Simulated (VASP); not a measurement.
Input:

```
CELL_PARAMETERS angstrom
      0.00000     2.81941     2.81941
      2.81941     0.00000     2.81941
      2.81941     2.81941     0.00000
ATOMIC_POSITIONS crystal
  Ca 0.00000 0.00000 0.00000
  S  0.50000 0.50000 0.50000
```

Computed with PBEsol GGA, VASP's PBE PAW potentials (set 64) (plane waves; VASP). Numerical set-up: PREC = Normal, EDIFF = 1E-5, 400 eV cut-off, 9×9×9 Γ-centred mesh, Gaussian smearing of 0.050 eV, potentials Ca_sv S.

Problem. What does the run give for the energy per atom (σ→0)?

Solution. 
```json
{
  "energy per atom (σ→0)": "-5.458 eV/atom"
}
```

Only differences to runs with the same potentials and settings are physical.

The compound is CaS in the rock salt structure. It was relaxed first.
